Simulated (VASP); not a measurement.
```
BeTe
1.0
    3.31765     0.00000     0.00000
    0.00000     3.31765     0.00000
    0.00000     0.00000     3.31765
Be Te
1 1
Direct
  0.00000   0.00000   0.00000
  0.50000   0.50000   0.50000
```

These are PBEsol GGA, VASP's PBE PAW potentials (set 64) (plane waves; VASP) values and carry that method's errors. Settings: 400 eV cut-off, Gaussian smearing of 0.050 eV, potentials Be Te.

Problem. Give the energies of bands 2 to 7 at the high-symmetry points, in eV from the Fermi level.

Solution. 
```csv
band,Γ,X,M,R
2,-1.24,-7.90,-6.13,-3.92
3,-1.24,0.95,-6.13,-3.92
4,-1.24,0.95,-2.45,-3.92
5,0.91,3.07,2.31,-0.79
6,4.00,3.78,5.20,-0.79
7,4.00,3.78,6.26,-0.79
```

It has no gap at this level: it comes out as a metal or semimetal.

The structure was generated: BeTe was put into the CsCl type type (Pm-3m), which need not be its known phase. It was relaxed first, which changed the volume by +30 %.
